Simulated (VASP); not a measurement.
Data:

```
AlRu
1.0
    2.95611     0.00000     0.00000
    0.00000     2.95611     0.00000
    0.00000     0.00000     2.95611
Al Ru
1 1
Direct
  0.50000   0.50000   0.50000
  0.00000   0.00000   0.00000
```

The numbers are results of LDA (Ceperley-Alder, Perdew-Zunger), VASP's LDA PAW potentials (set 64) (plane waves; VASP 6.6.1), not measurements. Run with 520 eV cut-off, Gaussian smearing of 0.050 eV, potentials Al Ru_pv.

### Question
Give the energies of bands 4 to 11 at the high-symmetry points, in eV from the Fermi level.

### Answer

```
band      Γ      X      M      R
----  -----  -----  -----  -----
4     -9.85  -6.00  -6.22  -4.81
5     -3.77  -5.50  -3.22  -4.81
6     -3.77  -2.94  -1.34  -4.81
7      0.22  -1.66  -1.34   1.73
8      0.22  -1.66  -1.21   1.73
9      0.22   0.49  -1.21   2.72
10     6.22   2.42   1.63   4.24
11     6.22   7.50   5.53   4.24
```

It has no gap at this level: it comes out as a metal or semimetal.

The compound is RuAl in the CsCl type structure. It was relaxed first. The electron count is odd and the run is not spin-polarised, which forces a metal.
